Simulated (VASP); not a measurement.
Calculation: optB88-vdW, VASP's PBE PAW potentials (set 64) (plane waves; VASP 6.6.1).

A VASP calculation is set up with these files.

KPOINTS:
```
K-points
0
gamma
 15 15 15
```

### INCAR
```
SYSTEM  =  Ir
PREC  =  Accurate; ENCUT  =  520; LREAL  =  .FALSE.
LASPH  =  .TRUE.
EDIFF  =  1E-6; NELM  =  100; ALGO  =  Normal
LMAXMIX  =  6
ISMEAR  =  1; SIGMA  =  0.1
GGA  =  BO; LUSE_VDW  =  .TRUE.; AGGAC  =  0.0
PARAM1  =  0.1833333333; PARAM2  =  0.22
IBRION  =  2; NSW  =  60; ISIF  =  3
EDIFFG  =  -0.01
LWAVE  =  .FALSE.; LCHARG  =  .FALSE.
```

POSCAR:
```
Ir
1
    0.0000000000     1.9200000000     1.9200000000
    1.9200000000     0.0000000000     1.9200000000
    1.9200000000     1.9200000000     0.0000000000
Ir
1
Direct
  0.0000000000   0.0000000000   0.0000000000
```

POTCAR, in this order: Ir (PBE.64 set). Program: vasp_std.

Energy and stress use the plane-wave basis of the starting cell. Unless said otherwise, spin-orbit coupling is left out, though it shifts the bands of the heavy elements here.

**Question.** What does the run give for the energy per atom (σ→0), volume per atom, band gap (on the k-mesh)?

**Answer.** 
```json
{
 "energy per atom (σ→0)": "-6.181 eV/atom",
 "band gap (on the k-mesh)": "none (metal, semimetal or under 0.01 eV)",
 "volume_per_atom": "14.66 Å^3/atom"
}
```

File OSZICAR:
```
...
DAV:   7    -0.618111430916E+01    0.12879E-07   -0.54015E-07  2168   0.688E-03
   3 F= -.61811143E+01 E0= -.61809879E+01  d E =-.197491E-01
       N       E                     dE             d eps       ncg     rms          rms(c)
DAV:   1    -0.618136005516E+01   -0.24573E-03   -0.68483E-03  2056   0.136E+00    0.115E-01
DAV:   2    -0.618119750011E+01    0.16256E-03   -0.44086E-04  2088   0.288E-01    0.396E-02
DAV:   3    -0.618118118480E+01    0.16315E-04   -0.80012E-05  2352   0.112E-01    0.147E-02
DAV:   4    -0.618118162007E+01   -0.43528E-06   -0.18223E-06  2136   0.143E-02
   4 F= -.61811816E+01 E0= -.61810555E+01  d E =-.198164E-01
```

The compound is Ir in the fcc structure. This run relaxes it. Symmetry was kept, so distortions that lower it aren't found.
